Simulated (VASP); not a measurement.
# Vacuum and the quasiparticle gap of a sheet of PtS2, part 3 of 5

How does the G0W0 gap of a single sheet of PtS2 depend on the vacuum between its repeats?

VASP 6.6.1, plane waves and PAW; the level of theory is named at each step.

So far, gap on the k-mesh (eV): step 4 (empty bands, box 11 Å) 1.76.

**5. G0W0, box 11 Å, bands in the sums 248**

This step: G0W0 on PBE; plane waves and PAW (Pt_GW, S_GW) (VASP 6.6.1).

One pass of GW corrects the levels to first order, with G and W from the starting orbitals.

INCAR reads:

```
SYSTEM = PtS2
PREC = Accurate
ENCUT = 300
ISMEAR = 0
SIGMA = 0.01
LREAL = .FALSE.
GGA = PE
NBANDS = 248
LASPH = .TRUE.
ALGO = EVGW0
NELMGW = 1
ENCUTGW = 90
NOMEGA = 48
PRECFOCK = Fast
NBANDSGW = 24
LWAVE = .FALSE.
LCHARG = .FALSE.
```

POSCAR reads:

```
PtS2
1.0
    3.6207302000      0.0000000000      0.0000000000
   -1.8103651000      3.1356443334      0.0000000000
    0.0000000000      0.0000000000     11.0000000000
Pt S
1 2
Direct
    0.0000000000      0.0000000000      0.5000000000
    0.3333333333      0.6666666667      0.6091362704
    0.6666666667      0.3333333333      0.3908637296
```

KPOINTS reads:

```
Automatic mesh
0
Gamma
9 9 1
0 0 0
```

The projector-augmented-wave data sets are Pt_GW and S_GW (PBE family, release 64).

On the command line:

```sh
mpirun -np 8 vasp_std
```

What it wrote:

```text
[banner, memory and clock lines left out]
running    8 mpi-ranks, on    1 nodes
 distrk:  each k-point on    8 cores,    1 groups
 distr:  one band on    1 cores,    8 groups

 POSCAR found type information on POSCAR PtS
 POSCAR found :  2 types and       3 ions
 [... a notice as in an earlier step ...]

|                                                                             |
|           W    W    AA    RRRRR   N    N  II  N    N   GGGG   !!!           |
|           W    W   A  A   R    R  NN   N  II  NN   N  G    G  !!!           |
|           W    W  A    A  R    R  N N  N  II  N N  N  G       !!!           |
|           W WW W  AAAAAA  RRRRR   N  N N  II  N  N N  G  GGG   !            |
|           WW  WW  A    A  R   R   N   NN  II  N   NN  G    G                |
|           W    W  A    A  R    R  N    N  II  N    N   GGGG   !!!           |
|                                                                             |
|     The default for ENCUTGWSOFT is different in this version of VASP.       |
|     please manually set ENCUTGWSOFT =90 in the INCAR file.                  |
|                                                                             |

 LDA part: xc-table for (Slater+PW92), standard interpolation
 found WAVECAR, reading the header
 POSCAR, INCAR and KPOINTS ok, starting setup
 FFT: planning ... GRIDC
 FFT: planning ... GRID_SOFT
 FFT: planning ... GRID
 reading WAVECAR
 the WAVECAR file was read successfully
 initial charge from wavefunction
 available memory per node:     49.38 GB, setting MAXMEM to     50566

 The Fermi energy was updated, please check that it is located mid-gap
 values below the HOMO (VB) or above the LUMO (CB) will cause erroneous energies
 E-fermi :  -0.1615

 calculate exact exchange contribution
 the WAVEDER file was read successfully
energies w=
    0.000    0.000    0.573    0.000    1.144    0.000    1.710    0.000
    2.269    0.000    2.821    0.000    3.363    0.000    3.896    0.000
    4.419    0.000    4.933    0.000    5.437    0.000    5.933    0.000
    6.422    0.000    6.905    0.000    7.383    0.000    7.859    0.000
    8.334    0.000    8.811    0.000    9.290    0.000    9.774    0.000
   10.267    0.000   10.769    0.000   11.285    0.000   11.818    0.000
   12.372    0.000   12.949    0.000   13.556    0.000   14.199    0.000
   14.883    0.000   15.618    0.000   16.413    0.000   17.279    0.000
   18.233    0.000   19.292    0.000   20.481    0.000   21.830    0.000
   23.380    0.000   25.187    0.000   27.327    0.000   29.905    0.000
   33.081    0.000   37.092    0.000   42.320    0.000   49.417    0.000
   59.587    0.000   75.342    0.000  102.928    0.000  163.374    0.000
 responsefunction array rank=     256
 LDA part: xc-table for (Slater+PW92), standard interpolation

 min. memory requirement per mpi rank    235.1 MB, per node   1880.5 MB

 allocating   6 responsefunctions rank=   256
 shmem allocating  48 responsefunctions rank=   256
 response function shared by NCSHMEM nodes    1
 Doing            6  frequencies on each core in blocks of           48
NQ=   1    0.0000    0.0000    0.0000,
|.........|.........|.........|.........|.........|.........|.........|.........
 performed        565000 updates of chi_q(r,r)
 total number of BLAS operations        232.99 Gflops
NQ=   2    0.1111   -0.0000    0.0000,
|.........|.........|.........|.........|.........|.........|.........|.........
 performed       1737000 updates of chi_q(r,r)
 total number of BLAS operations        759.76 Gflops
NQ=   3    0.2222   -0.0000    0.0000,
|.........|.........|.........|.........|.........|.........|.........|.........
 performed       2909000 updates of chi_q(r,r)
 total number of BLAS operations       1286.52 Gflops
NQ=   4    0.3333   -0.0000    0.0000,
|.........|.........|.........|.........|.........|.........|.........|.........
 performed       4081000 updates of chi_q(r,r)
 total number of BLAS operations       1849.46 Gflops
NQ=   5    0.4444   -0.0000    0.0000,
|.........|.........|.........|.........|.........|.........|.........|.........
 performed       5253000 updates of chi_q(r,r)
 total number of BLAS operations       2435.60 Gflops
NQ=   6    0.1111    0.1111    0.0000,
|.........|.........|.........|.........|.........|.........|.........|.........
 performed       6425000 updates of chi_q(r,r)
 total number of BLAS operations       2944.74 Gflops
NQ=   7    0.2222    0.1111    0.0000,
|.........|.........|.........|.........|.........|.........|.........|.........
 performed       7811000 updates of chi_q(r,r)
 total number of BLAS operations       3594.36 Gflops
NQ=   8    0.3333    0.1111    0.0000,
|.........|.........|.........|.........|.........|.........|.........|.........
 performed       9197000 updates of chi_q(r,r)
 total number of BLAS operations       4265.63 Gflops
NQ=   9    0.4444    0.1111    0.0000,
|.........|.........|.........|.........|.........|.........|.........|.........
 performed      10369000 updates of chi_q(r,r)
 total number of BLAS operations       4823.97 Gflops
NQ=  10    0.2222    0.2222    0.0000,
|.........|.........|.........|.........|.........|.........|.........|.........
 performed      11541000 updates of chi_q(r,r)
 total number of BLAS operations       5424.27 Gflops
NQ=  11    0.3333    0.2222    0.0000,
|.........|.........|.........|.........|.........|.........|.........|.........
 performed      12927000 updates of chi_q(r,r)
 total number of BLAS operations       6073.89 Gflops
NQ=  12    0.3333    0.3333    0.0000,
|.........|.........|.........|.........|.........|.........|.........|.........
 performed      13623000 updates of chi_q(r,r)
 total number of BLAS operations       6402.73 Gflops
 resolving degeneracies of screened two electron integrals

 calculate QP shifts <psi_nk| G(iteration)W_0 |psi_nk>: iteration 1
 entering main loop
```

Run time: 2 min. Hardware: 8 MPI ranks of Intel Xeon 6975P-C (Granite Rapids), shared host; peak memory 2.4 GiB; 14 min of CPU time.

Parts of OUTCAR (step 5):

```text
   k-points           NKPTS =     12   k-points in BZ     NKDIM =     81   number of bands    NBANDS=    248

   NELECT =      22.0000    total number of electrons

 E-fermi :  -0.1615

 QP shifts <psi_nk| G(iteration)W_0 |psi_nk>: iteration 1
 for sc-GW calculations column KS-energies equals QP-energies in previous step
 and V_xc(KS)=  KS-energies - (<T + V_ion + V_H > + <T+V_H+V_ion>^1  + <V_x>^1)
 k-point   1 :       0.0000    0.0000    0.0000
  band No.  KS-energies  QP-energies   sigma(KS)   V_xc(KS)     V^pw_x(r,r')   Z            occupation Imag(sigma)
    ...
      8      -1.7055      -2.1683     -13.4835     -12.8188     -16.7912       0.6963       2.0000       0.1330
      9      -1.5927      -1.9784     -12.7751     -12.2212     -14.5606       0.6964       2.0000       0.1124
     10      -1.3539      -1.6516     -14.0739     -13.6611     -15.5750       0.7214       2.0000       0.0806
     11      -1.3539      -1.6516     -14.0739     -13.6611     -15.5750       0.7214       2.0000       0.0806
     12       2.1404       2.6934     -12.7730     -13.5597      -9.6593       0.7030       0.0000      -0.1148
     13       2.1404       2.6934     -12.7730     -13.5597      -9.6593       0.7030       0.0000      -0.1148
     14       4.1603       4.2123      -4.6901      -4.7533      -2.0701       0.8219       0.0000      -0.0925
     15       4.9495       5.2735      -9.1499      -9.5688      -5.1972       0.7734       0.0000      -0.1334
    ...

 k-point   2 :       0.1111   -0.0000    0.0000
  band No.  KS-energies  QP-energies   sigma(KS)   V_xc(KS)     V^pw_x(r,r')   Z            occupation Imag(sigma)
    ...
      8      -2.3575      -2.7495     -13.6323     -13.0706     -16.5566       0.6978       2.0000       0.1460
      9      -1.3707      -1.7435     -12.9724     -12.4432     -14.6457       0.7044       2.0000       0.0984
     10      -1.3017      -1.6233     -14.0807     -13.6380     -15.7536       0.7263       2.0000       0.0804
     11      -1.0587      -1.4728     -13.7350     -13.1609     -16.0264       0.7212       2.0000       0.0886
     12       1.4888       1.9809     -12.2612     -12.9435      -9.4730       0.7213       0.0000      -0.0799
     13       1.9559       2.5082     -12.6565     -13.4370      -9.5625       0.7075       0.0000      -0.1053
     14       4.4924       4.4992      -4.1978      -4.2061      -1.7424       0.8232       0.0000      -0.0905
     15       5.5157       5.8436      -8.5807      -9.0029      -4.6059       0.7767       0.0000      -0.1592
    ...

[... 7 parts as in an earlier step ...]

[... 8 further parts left out ...]
```

This step gave:

```yaml
quasiparticle_gap_on_the_mesh: 2.581 eV
smallest_direct_quasiparticle_gap_on_the_mesh: 2.620 eV
gap_of_the_starting_orbitals_on_the_mesh: 1.761 eV
```

GW takes the gap from 1.761 to 2.581 eV. The mesh misses a band edge: at the starting level the path gave a gap 0.08 eV smaller. The sheet keeps a typed, unrelaxed lattice constant, and the Coulomb interaction between its repeats isn't cut. Spin-orbit coupling is left out. The value holds for 248 bands, ENCUTGW = 90 eV and this mesh, and isn't shown to be converged in them.

**6. Ground state with more vacuum, box 12.5 Å, height 12.5**

This step: PBE; plane waves and PAW (Pt_GW, S_GW) (VASP 6.6.1).

The cell is made 12.5 Å high around the same sheet, and the chain is run again; the band count grows with the volume, so that the sums reach the same energy.

INCAR reads:

```
SYSTEM = PtS2
PREC = Accurate
ENCUT = 300
EDIFF = 1E-08
NELM = 100
ISMEAR = 0
SIGMA = 0.01
LREAL = .FALSE.
ALGO = Normal
GGA = PE
NBANDS = 17
LASPH = .TRUE.
LORBIT = 11
LWAVE = .TRUE.
LCHARG = .FALSE.
KPAR = 8
```

POSCAR reads:

```
PtS2
1.0
    3.6207302000      0.0000000000      0.0000000000
   -1.8103651000      3.1356443334      0.0000000000
    0.0000000000      0.0000000000     12.5000000000
Pt S
1 2
Direct
    0.0000000000      0.0000000000      0.5000000000
    0.3333333333      0.6666666667      0.5960399180
    0.6666666667      0.3333333333      0.4039600820
```

KPOINTS is that of step 5.

On the command line:

```sh
mpirun -np 8 vasp_std
```

What it wrote:

```text
[... set-up lines as in an earlier step ...]
 entering main loop
       N       E                     dE             d eps       ncg     rms          rms(c)
DAV:   1     0.996987309988E+02    0.99699E+02   -0.70267E+03   631   0.742E+02
DAV:   2    -0.661142563227E+01   -0.10631E+03   -0.10368E+03   624   0.209E+02
DAV:   3    -0.162874015952E+02   -0.96760E+01   -0.95600E+01   616   0.584E+01
DAV:   4    -0.168466416510E+02   -0.55924E+00   -0.55784E+00   720   0.144E+01
DAV:   5    -0.168588878563E+02   -0.12246E-01   -0.12243E-01   616   0.182E+00    0.142E+01
DAV:   6    -0.157187056945E+02    0.11402E+01   -0.81375E+00   734   0.311E+01    0.956E+00
DAV:   7    -0.154474091040E+02    0.27130E+00   -0.16190E+00   664   0.148E+01    0.369E+00
DAV:   8    -0.154329854036E+02    0.14424E-01   -0.10870E-01   582   0.249E+00    0.996E-01
DAV:   9    -0.154280987078E+02    0.48867E-02   -0.23419E-02   624   0.167E+00    0.163E-01
DAV:  10    -0.154285608595E+02   -0.46215E-03   -0.29874E-03   512   0.473E-01    0.341E-02
DAV:  11    -0.154286346062E+02   -0.73747E-04   -0.24503E-04   672   0.119E-01    0.216E-02
DAV:  12    -0.154286568210E+02   -0.22215E-04   -0.23115E-05   568   0.391E-02    0.523E-03
DAV:  13    -0.154286612326E+02   -0.44116E-05   -0.33206E-06   640   0.112E-02    0.234E-03
DAV:  14    -0.154286673780E+02   -0.61454E-05   -0.10245E-06   502   0.597E-03    0.109E-03
DAV:  15    -0.154286697246E+02   -0.23466E-05   -0.14492E-07   576   0.184E-03    0.735E-04
DAV:  16    -0.154286759662E+02   -0.62416E-05   -0.94238E-07   486   0.302E-03    0.631E-04
DAV:  17    -0.154286783891E+02   -0.24229E-05   -0.41041E-07   528   0.205E-03    0.315E-04
DAV:  18    -0.154286784466E+02   -0.57536E-07   -0.15186E-08   448   0.113E-03    0.157E-04
DAV:  19    -0.154286784243E+02    0.22312E-07   -0.26956E-09   456   0.630E-04    0.475E-05
DAV:  20    -0.154286784190E+02    0.53394E-08   -0.78273E-10   448   0.232E-04
   1 F= -.15428678E+02 E0= -.15428678E+02  d E =-.481569E-31
 writing wavefunctions
```

It took 7.2 s on 8 MPI ranks; peak memory 1.4 GiB; 47 s of CPU time.

OUTCAR, selected parts (step 6):

```text
   ENCUT  =  300.0 eV  22.05 Ry    4.70 a.u.   5.11  5.11 17.65*2*pi/ulx,y,z

   NELECT =      22.0000    total number of electrons

 E-fermi :  -1.6063

 k-point     1 :       0.0000    0.0000    0.0000
  band No.  band energies     occupation
    ...
      7      -4.4548      2.00000
      8      -2.3497      2.00000
      9      -2.2385      2.00000
     10      -1.9987      2.00000
     11      -1.9987      2.00000
     12       1.4957      0.00000
     13       1.4957      0.00000
     14       3.6098      0.00000
     15       4.2612      0.00000
     16       4.9470      0.00000
    ...

  Total       -1.0871999     -1.0871999     -0.0876882      0.0000000      0.0000000      0.0000000
  in kB      -12.2740256    -12.2740256     -0.9899623      0.0000000      0.0000000      0.0000000
  external PRESSURE =      -8.5126711 kB  Pullay stress =       0.0000000 kB

 POSITION                                       TOTAL-FORCE (eV/Angst)
 -----------------------------------------------------------------------------------
      0.00000      0.00000      6.25000        -0.000000      0.000000      0.000000
     -0.00000      2.09043      7.45050         0.000000     -0.000000      0.031861
      1.81037      1.04521      5.04950         0.000000      0.000000     -0.031861
 -----------------------------------------------------------------------------------
    total drift:                                0.000000     -0.000000      0.000000

  FREE ENERGIE OF THE ION-ELECTRON SYSTEM (eV)
  ---------------------------------------------------
  free  energy   TOTEN  =       -15.4286784190 eV

  energy  without entropy=      -15.4286784190  energy(sigma->0) =      -15.42867842

[... 4 parts as in an earlier step ...]

[... 12 further parts left out ...]
```

Numbers from this step:

```
Fermi energy : -1.606 eV
```

**7. Empty bands, box 12.5 Å, height 12.5**

The empty bands are made again, for the run that follows.

INCAR reads:

```
SYSTEM = PtS2
PREC = Accurate
ENCUT = 300
ISMEAR = 0
SIGMA = 0.01
LREAL = .FALSE.
GGA = PE
NBANDS = 280
LASPH = .TRUE.
ALGO = Exact
NELM = 1
LWAVE = .TRUE.
LCHARG = .FALSE.
LOPTICS = .TRUE.
NEDOS = 1000
CSHIFT = 0.1
```

POSCAR is that of step 6.

KPOINTS is that of step 6.

On the command line:

```sh
mpirun -np 8 vasp_std
```

What it wrote:

```text
[banner, memory and clock lines left out]
running    8 mpi-ranks, on    1 nodes
[...]
[... a notice as in an earlier step ...]

 LDA part: xc-table for (Slater+PW92), standard interpolation
 found WAVECAR, reading the header
  number of bands has changed, file:    17 present:   280
  trying to continue reading WAVECAR, but it might fail
 POSCAR, INCAR and KPOINTS ok, starting setup
[...]
reading WAVECAR
 random initialization beyond band           17
 the WAVECAR file was read successfully
 initial charge from wavefunction
 entering main loop
       N       E                     dE             d eps       ncg     rms          rms(c)
DIA:   1    -0.154286784238E+02   -0.15429E+02    0.00000E+00     0   0.000E+00
   1 F= -.15428678E+02 E0= -.15428678E+02  d E =-.131675E-12
 writing wavefunctions
 optical routines
 imaginary and real dielectric function
 recalculating local potential from charge density
 direction            1
 direction            2
 direction            3
```

Wall time 20 s (8 MPI ranks); peak memory 1.9 GiB.

OUTCAR, selected parts (step 7):

```text
  Total       -1.0870914     -1.0870914     -0.0875214      0.0000000      0.0000000      0.0000000
  in kB      -12.2728002    -12.2728002     -0.9880794      0.0000000      0.0000000      0.0000000
  external PRESSURE =      -8.5112266 kB  Pullay stress =       0.0000000 kB

 POSITION                                       TOTAL-FORCE (eV/Angst)
 -----------------------------------------------------------------------------------
      0.00000      0.00000      6.25000        -0.000000      0.000000      0.000000
     -0.00000      2.09043      7.45050         0.000000      0.000000      0.031852
      1.81037      1.04521      5.04950        -0.000000     -0.000000     -0.031852
 -----------------------------------------------------------------------------------
    total drift:                                0.000000     -0.000000      0.000000

  FREE ENERGIE OF THE ION-ELECTRON SYSTEM (eV)
  ---------------------------------------------------
  free  energy   TOTEN  =       -15.4286784238 eV

  energy  without entropy=      -15.4286784238  energy(sigma->0) =      -15.42867842

[... 1 part as in an earlier step ...]

[... 2 further parts left out ...]
[key lines of the parts left out:]
E-fermi :  -1.6395
```

WAVECAR now holds 280 bands for 22 electrons.

(Part 3 of 5 ends here.)

[Lines on the potential files, build, host, timing and source positions are cut from VASP's logs without a mark.]

[Logs are printed without paths, hosts, clocks, repeated set-up lines and the standing remarks that a program may print on its own settings, such as how far it seeks lower states.]

[Hosts, paths, dates, database ids (printed as entryN), source tags and the programs' standing remarks are cut or masked in the printed files.]

[Pressures printed for these runs are not shown converged in the cutoff: they can be off by several GPa and have the wrong sign.]
